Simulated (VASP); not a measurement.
# BaZnPF: Cu into a neighbouring F vacancy

Wanted: the minimum-energy path in BaZnPF for this move: Cu into a neighbouring F vacancy. The start is a cell from a database of measured crystal structures.

Main program and level: VASP 6.6.1; PBE; plane waves and PAW (Ba_sv, Zn, P, F), in the first sound run; inputs show where later runs differ.

## Step 1: The host crystal

Symmetry: P4/nmm, No. 129, tetragonal system. Conventional cell: a = 4.156 Å, b = 4.156 Å, c = 9.457 Å, α = 90.00°, β = 90.00°, γ = 90.00°. Nearest to Ba lie 4 F at 2.62 Å and 4 P at 3.41 Å. Nearest to Zn lie 4 P at 2.51 Å. P has 4 Zn at 2.51 Å and 4 Ba at 3.41 Å nearest. F has 4 Ba at 2.62 Å nearest. Farther neighbours and most contacts between anions are not listed.

Coordinates:

```xyz
8
Lattice="4.1563 0.0000 0.0000 0.0000 4.1563 0.0000 0.0000 0.0000 9.4574" Properties=species:S:1:pos:R:3 pbc="T T T"
Ba    0.0000    2.0782    6.3197
Ba    2.0782    0.0000    3.1377
Zn    0.0000    0.0000    0.0000
Zn    2.0782    2.0782    0.0000
P     2.0782    0.0000    8.0473
P     0.0000    2.0782    1.4101
F     0.0000    0.0000    4.7287
F     2.0782    2.0782    4.7287
```

## Step 2: Relax the host

First cell and atoms are relaxed at a raised cutoff, so that later runs start from this functional's own cell.

INCAR reads:

```
SYSTEM = BaZnPF
PREC = Accurate
ENCUT = 520
EDIFF = 1E-06
NELM = 120
ISMEAR = 0
SIGMA = 0.1
LREAL = .FALSE.
ALGO = Normal
GGA = PE
NBANDS = 42
LORBIT = 11
LWAVE = .FALSE.
LCHARG = .FALSE.
KPAR = 5
IBRION = 2
NSW = 40
ISIF = 3
EDIFFG = -0.02
POTIM = 0.4
```

POSCAR reads:

```
BaZnPF
1.0
    4.1563400000      0.0000000000      0.0000000000
    0.0000000000      4.1563400000      0.0000000000
    0.0000000000      0.0000000000      9.4574300000
Ba Zn P F
2 2 2 2
Direct
    0.0000000000      0.5000000000      0.6682300000
    0.5000000000      0.0000000000      0.3317700000
    0.0000000000      0.0000000000      0.0000000000
    0.5000000000      0.5000000000      0.0000000000
    0.5000000000      0.0000000000      0.8509000000
    0.0000000000      0.5000000000      0.1491000000
    0.0000000000      0.0000000000      0.5000000000
    0.5000000000      0.5000000000      0.5000000000
```

KPOINTS reads:

```
Automatic mesh
0
Gamma
5 5 2
0 0 0
```

PAW data sets: Ba_sv, Zn, P and F (PBE family, release 64).

Started as:

```console
mpirun -np 5 vasp_std
```

The program printed:

```text
[banner, memory and clock lines left out]
running    5 mpi-ranks, on    1 nodes
 distrk:  each k-point on    1 cores,    5 groups
 distr:  one band on    1 cores,    1 groups

 POSCAR found type information on POSCAR BaZnP F
 POSCAR found :  4 types and       8 ions
|                                                                             |
|           W    W    AA    RRRRR   N    N  II  N    N   GGGG   !!!           |
|           W    W   A  A   R    R  NN   N  II  NN   N  G    G  !!!           |
|           W    W  A    A  R    R  N N  N  II  N N  N  G       !!!           |
|           W WW W  AAAAAA  RRRRR   N  N N  II  N  N N  G  GGG   !            |
|           WW  WW  A    A  R   R   N   NN  II  N   NN  G    G                |
|           W    W  A    A  R    R  N    N  II  N    N   GGGG   !!!           |
|                                                                             |
|     For optimal performance we recommend to set                             |
|       NCORE = 2 up to number-of-cores-per-socket                            |
|     NCORE specifies how many cores store one orbital (NPAR=cpu/NCORE).      |
|     This setting can greatly improve the performance of VASP for DFT.       |
|     The default, NCORE=1 might be grossly inefficient on modern             |
|     multi-core architectures or massively parallel machines. Do your        |
|     Unfortunately you need to use the default for GW and RPA                |
|     calculations (for HF NCORE is supported but not extensively tested      |
|     yet).                                                                   |
|                                                                             |

 LDA part: xc-table for (Slater+PW92), standard interpolation
 POSCAR, INCAR and KPOINTS ok, starting setup
 FFT: planning ... GRIDC
 FFT: planning ... GRID_SOFT
 FFT: planning ... GRID
 WAVECAR not read
 entering main loop
       N       E                     dE             d eps       ncg     rms          rms(c)
DAV:   1     0.668457649658E+03    0.66846E+03   -0.31301E+04  1008   0.172E+03
DAV:   2     0.490782124681E+02   -0.61938E+03   -0.59059E+03  1096   0.415E+02
DAV:   3    -0.343274713016E+02   -0.83406E+02   -0.82369E+02  1178   0.164E+02
DAV:   4    -0.385230660760E+02   -0.41956E+01   -0.41848E+01  1336   0.319E+01
DAV:   5    -0.386632252611E+02   -0.14016E+00   -0.14009E+00  1472   0.583E+00    0.120E+01
DAV:   6    -0.353072226562E+02    0.33560E+01   -0.13508E+01  1386   0.448E+01    0.794E+00
DAV:   7    -0.353766513148E+02   -0.69429E-01   -0.31214E+00  1224   0.974E+00    0.434E+00
DAV:   8    -0.353564205950E+02    0.20231E-01   -0.22158E-01  1246   0.303E+00    0.128E+00
DAV:   9    -0.353548030844E+02    0.16175E-02   -0.52852E-02  1504   0.185E+00    0.243E-01
DAV:  10    -0.353562531924E+02   -0.14501E-02   -0.87144E-03  1180   0.465E-01    0.179E-01
DAV:  11    -0.353573958111E+02   -0.11426E-02   -0.17949E-03  1278   0.295E-01    0.566E-02
DAV:  12    -0.353574824474E+02   -0.86636E-04   -0.54334E-04  1444   0.170E-01    0.166E-02
DAV:  13    -0.353574966680E+02   -0.14221E-04   -0.59151E-05  1144   0.446E-02    0.888E-03
DAV:  14    -0.353574974370E+02   -0.76897E-06   -0.56545E-06  1288   0.124E-02
   1 F= -.35357497E+02 E0= -.35357481E+02  d E =-.353575E+02
 curvature:   0.00 expect dE= 0.000E+00 dE for cont linesearch  0.000E+00
 trial: gam= 0.00000 g(F)=  0.675E-02 g(S)=  0.485E-01 ort = 0.000E+00 (trialstep = 0.100E+01)
 search vector abs. value=  0.553E-01
 bond charge predicted
       N       E                     dE             d eps       ncg     rms          rms(c)
DAV:   1    -0.358093572650E+02   -0.45186E+00   -0.82680E+00  1114   0.261E+01    0.481E+00
DAV:   2    -0.354355505071E+02    0.37381E+00   -0.16971E+00  1152   0.142E+01    0.148E+00
DAV:   3    -0.353973433107E+02    0.38207E-01   -0.59527E-02  1198   0.141E+00    0.802E-01
DAV:   4    -0.353841117105E+02    0.13232E-01   -0.37421E-02  1330   0.846E-01    0.186E-01
DAV:   5    -0.353838747718E+02    0.23694E-03   -0.26553E-03  1310   0.299E-01    0.126E-01
DAV:   6    -0.353838155615E+02    0.59210E-04   -0.53978E-04  1186   0.137E-01    0.398E-02
DAV:   7    -0.353837984991E+02    0.17062E-04   -0.10278E-04  1312   0.804E-02    0.112E-02
DAV:   8    -0.353837998951E+02   -0.13961E-05   -0.22022E-05  1214   0.264E-02    0.825E-03
DAV:   9    -0.353838005877E+02   -0.69259E-06   -0.14645E-06   752   0.795E-03
   2 F= -.35383801E+02 E0= -.35383783E+02  d E =-.263032E-01
[...]
3 F= -.35383820E+02 E0= -.35383802E+02  d E =-.263222E-01
[...]
4 F= -.35385054E+02 E0= -.35385034E+02  d E =-.123461E-02
 trial-energy change:   -0.001235  1 .order   -0.001229   -0.001421   -0.001038
 step:   3.1342(harm=  3.6839)  dis= 0.01506  next Energy=   -35.386222 (dE=-0.240E-02)
 bond charge predicted
       N       E                     dE             d eps       ncg     rms          rms(c)
DAV:   1    -0.353860909987E+02   -0.10367E-02   -0.18462E-01  1008   0.159E+00    0.226E-01
DAV:   2    -0.353865384707E+02   -0.44747E-03   -0.95295E-03  1164   0.500E-01    0.993E-02
DAV:   3    -0.353864518500E+02    0.86621E-04   -0.32383E-04  1384   0.103E-01    0.644E-02
DAV:   4    -0.353864197010E+02    0.32149E-04   -0.13001E-04  1212   0.651E-02    0.175E-02
DAV:   5    -0.353864197434E+02   -0.42352E-07   -0.24662E-05  1130   0.265E-02    0.925E-03
DAV:   6    -0.353864195652E+02    0.17816E-06   -0.10093E-06   816   0.518E-03
   5 F= -.35386420E+02 E0= -.35386391E+02  d E =-.259991E-02
 curvature:  -1.80 expect dE=-0.978E-04 dE for cont linesearch -0.585E-04
 trial: gam=-0.11139 g(F)=  0.277E-04 g(S)=  0.266E-04 ort = 0.218E-03 (trialstep = 0.142E+01)
 search vector abs. value=  0.239E-04
 reached required accuracy - stopping structural energy minimisation
```

The job ended after 2.5 min (5 MPI ranks of AMD EPYC 7R43, shared host; peak memory 1.5 GiB).

The logs omit lines about the potential files and the build; timing stands in the text.

Parts of OUTCAR (step 2):

```text
ion  position               nearest neighbor table
   1  0.000  0.500  0.668-   7 2.62   8 2.62   7 2.62   8 2.62   5 3.41   5 3.41   5 3.41   5 3.41
                             4 3.76   3 3.76   4 3.76   3 3.76   2 4.33   2 4.33   2 4.33   2 4.33
   2  0.500  0.000  0.332-   7 2.62   8 2.62   8 2.62   7 2.62   6 3.41   6 3.41   6 3.41   6 3.41
                             3 3.76   4 3.76   4 3.76   3 3.76   1 4.33   1 4.33   1 4.33   1 4.33
   3  0.000  0.000  0.000-   5 2.51   6 2.51   6 2.51   5 2.51   4 2.94   4 2.94   4 2.94   4 2.94
                             2 3.76   1 3.76   2 3.76   1 3.76
   4  0.500  0.500  0.000-   5 2.51   6 2.51   5 2.51   6 2.51   3 2.94   3 2.94   3 2.94   3 2.94
                             1 3.76   2 3.76   2 3.76   1 3.76
   5  0.500  0.000  0.851-   3 2.51   4 2.51   4 2.51   3 2.51   1 3.41   1 3.41   1 3.41   1 3.41

  LATTYP: Found a simple tetragonal cell.
 ALAT       =     4.1563400000
 C/A-ratio  =     2.2754226074

 Subroutine GETGRP returns: Found 16 space group operations
 (whereof  8 operations were pure point group operations)

The static configuration has the point symmetry D_2d.
 The point group associated with its full space group is D_4h.

 Found     12 irreducible k-points:

   k-points           NKPTS =     12   k-points in BZ     NKDIM =     12   number of bands    NBANDS=     42

   dimension x,y,z NGX =    32 NGY =   32 NGZ =   70
   dimension x,y,z NGXF=    64 NGYF=   64 NGZF=  140

   ENCUT  =  520.0 eV  38.22 Ry    6.18 a.u.   7.73  7.73 17.58*2*pi/ulx,y,z

   NELECT =      68.0000    total number of electrons

 k-points in reciprocal lattice and weights: Automatic mesh
   0.00000000  0.00000000  0.00000000       0.020
   0.20000000  0.00000000  0.00000000       0.080
   0.40000000  0.00000000  0.00000000       0.080
   0.20000000  0.20000000  0.00000000       0.080
   0.40000000  0.20000000  0.00000000       0.160
   0.40000000  0.40000000  0.00000000       0.080
   0.00000000  0.00000000  0.50000000       0.020
   0.20000000  0.00000000  0.50000000       0.080
   0.40000000  0.00000000  0.50000000       0.080
   0.20000000  0.20000000  0.50000000       0.080
   0.40000000  0.20000000  0.50000000       0.160
   0.40000000  0.40000000  0.50000000       0.080

 average (electrostatic) potential at core
       1 -36.3368       2 -36.3368       3 -36.1957       4 -36.1957       5 -84.5400
       6 -84.5400       7 -76.6538       8 -76.6538

 E-fermi :   3.2742

 k-point     1 :       0.0000    0.0000    0.0000
  band No.  band energies     occupation
    ...
     30       0.9068      2.00000
     31       0.9068      2.00000
     32       2.5472      2.00000
     33       3.0518      1.99834
     34       3.0518      1.99834
     35       3.4677      0.00621
     36       4.6684      0.00000
     37       5.3738      0.00000
     38       5.4459      0.00000
     39       6.6417      0.00000
    ...

 k-point     2 :       0.2000    0.0000    0.0000
  band No.  band energies     occupation
    ...
     30      -0.3811      2.00000
     31       1.1717      2.00000
     32       2.0546      2.00000
     33       2.5842      2.00000
     34       2.9167      2.00000
     35       4.3351      0.00000
     36       5.6180      0.00000
     37       5.7529      0.00000
     38       6.2213      0.00000
     39       6.8286      0.00000
    ...

 k-point     3 :       0.4000    0.0000    0.0000
  band No.  band energies     occupation
    ...
     30      -0.9833      2.00000
     31       1.8050      2.00000
     32       1.8353      2.00000
     33       2.3793      2.00000
     34       2.4772      2.00000
     35       4.9170      0.00000
     36       5.2523      0.00000
     37       5.6345      0.00000
     38       6.6709      0.00000
     39       6.8399      0.00000
    ...

  Total       -0.0208591     -0.0208591      0.0681471      0.0000000     -0.0000000      0.0000000
  in kB       -0.1992534     -0.1992534      0.6509660      0.0000000     -0.0000000      0.0000000
  external PRESSURE =       0.0841531 kB  Pullay stress =       0.0000000 kB

  energy-cutoff  :      520.00
  volume of cell :      167.73
      direct lattice vectors                 reciprocal lattice vectors
     4.189656434  0.000000000  0.000000000     0.238683056  0.000000000  0.000000000
     0.000000000  4.189656434 -0.000000000     0.000000000  0.238683056 -0.000000000
    -0.000000000  0.000000000  9.555273448     0.000000000  0.000000000  0.104654252

 POSITION                                       TOTAL-FORCE (eV/Angst)
 -----------------------------------------------------------------------------------
     -0.00000      2.09483      6.40272        -0.000000      0.000000      0.000100
      2.09483      0.00000      3.15256         0.000000      0.000000     -0.000100
     -0.00000      0.00000      9.55527         0.000000     -0.000000      0.000000
      2.09483      2.09483     -0.00000         0.000000      0.000000      0.000000
      2.09483      4.18966      8.14498        -0.000000      0.000000      0.018959
      4.18966      2.09483      1.41030         0.000000     -0.000000     -0.018959
     -0.00000      0.00000      4.77764         0.000000      0.000000      0.000000
      2.09483      2.09483      4.77764        -0.000000      0.000000      0.000000
 -----------------------------------------------------------------------------------
    total drift:                                0.000000     -0.000000      0.000000

  FREE ENERGIE OF THE ION-ELECTRON SYSTEM (eV)
  ---------------------------------------------------
  free  energy   TOTEN  =       -35.3864195652 eV

  energy  without entropy=      -35.3863625194  energy(sigma->0) =      -35.38639104

 reached required accuracy - stopping structural energy minimisation

 total charge
# of ion       s       p       d       tot
------------------------------------------
    1        2.003   5.625   0.260   7.888
    2        2.003   5.625   0.260   7.888
    3        0.523   0.444   9.763  10.730
    4        0.523   0.444   9.763  10.730
    5        1.028   1.475   0.000   2.503
    6        1.028   1.475   0.000   2.503
    7        1.737   4.363   0.000   6.100
    8        1.737   4.363   0.000   6.100
--------------------------------------------------
tot         10.583  23.815  20.045  54.442

[... 3 further parts left out ...]
```

CONTCAR:

```
BaZnPF
   1.00000000000000
     4.1896564335464186    0.0000000000000000    0.0000000000000000
     0.0000000000000000    4.1896564335464186   -0.0000000000000000
    -0.0000000000000000    0.0000000000000000    9.5552734481688990
  Ba              Zn              P               F
     2     2     2     2
Direct
     0.0000000000000000    0.5000000000000000    0.6700715900246761
     0.5000000000000000    0.0000000000000000    0.3299284099753239
     0.0000000000000000    0.0000000000000000    1.0000000000000000
     0.5000000000000000    0.5000000000000000    0.0000000000000000
     0.5000000000000000    1.0000000000000000    0.8524064442852824
     1.0000000000000000    0.5000000000000000    0.1475935557147176
     0.0000000000000000    0.0000000000000000    0.5000000000000000
     0.5000000000000000    0.5000000000000000    0.5000000000000000
```

The gap is read on the k-mesh alone, so it is an upper bound where the band edges lie off the mesh. Harder data sets than Ba_sv exist (the GW ones), and pressures, volumes and forces can shift noticeably with them. The run keeps the 16 symmetry operations of its start, so it cannot find a distortion of lower symmetry.

Relaxation path:

| step | energy less that of the first step (eV) | largest force (eV/Å) | pressure (GPa) | volume (Å³) |
| --- | --- | --- | --- | --- |
| 1 | 0.0000 | 0.2953 | 1.79 | 163.38 |
| 2 | -0.0263 | 0.1286 | -0.08 | 167.74 |
| 3 | -0.0263 | 0.1248 | -0.02 | 167.63 |
| 4 | -0.0276 | 0.0911 | -0.02 | 167.66 |
| 5 | -0.0289 | 0.0190 | 0.01 | 167.73 |

| conventional cell, symmetrised | before | after | change |
| --- | --- | --- | --- |
| a (Å) | 4.156 | 4.190 | +0.8 % |
| b (Å) | 4.156 | 4.190 | +0.8 % |
| c (Å) | 9.457 | 9.555 | +1.0 % |
| volume (Å³/atom) | 20.42 | 20.97 | +2.7 % |

The atoms that moved most (Å, as changes of fractional coordinates times the final cell):

| atom | dx | dy | dz | length |
| --- | --- | --- | --- | --- |
| Ba1 | 0.000 | 0.000 | 0.018 | 0.018 |
| Ba2 | 0.000 | 0.000 | -0.018 | 0.018 |
| P6 | 0.000 | 0.000 | -0.014 | 0.014 |
| P5 | 0.000 | 0.000 | 0.014 | 0.014 |

The relaxed structure:

```cif
data_structure
_symmetry_space_group_name_H-M 'P 1'
_symmetry_Int_Tables_number 1
_cell_length_a 4.1897
_cell_length_b 4.1897
_cell_length_c 9.5553
_cell_angle_alpha 90.000
_cell_angle_beta 90.000
_cell_angle_gamma 90.000
_cell_volume 167.73
loop_
_atom_site_label
_atom_site_type_symbol
_atom_site_fract_x
_atom_site_fract_y
_atom_site_fract_z
_atom_site_occupancy
Ba1 Ba 0.00000 0.50000 0.67007 1
Ba2 Ba 0.50000 0.00000 0.32993 1
Zn3 Zn 0.00000 0.00000 0.00000 1
Zn4 Zn 0.50000 0.50000 0.00000 1
P5 P 0.50000 0.00000 0.85241 1
P6 P 0.00000 0.50000 0.14759 1
F7 F 0.00000 0.00000 0.50000 1
F8 F 0.50000 0.50000 0.50000 1
```

A gap read on the k-mesh alone can miss the band edges.

Numbers from this step:

```yaml
electronic_cycles: 39
electrons: 68
free_energy_toten: -35.39 eV
fermi_energy: 3.274 eV
labelled_metallic_from_the_levels_on_this_mesh: no
gap_on_the_k_mesh: 0.4159 eV
least_direct_gap_on_the_k_mesh: 0.4159 eV
```

The run ended after 5 ionic steps, 0.029 eV below its first step, once forces and stress met EDIFFG = -0.02.

[end of part 1 of 4]

[Lines on the potential files, build, host, timing and source positions are cut from VASP's logs without a mark.]

[Logs are printed without paths, hosts, clocks, repeated set-up lines and the standing remarks that a program may print on its own settings, such as how far it seeks lower states.]

[Hosts, paths, dates, database ids (printed as entryN), source tags and the programs' standing remarks are cut or masked in the printed files.]

[Runs that stopped without an error message from VASP are left out.]
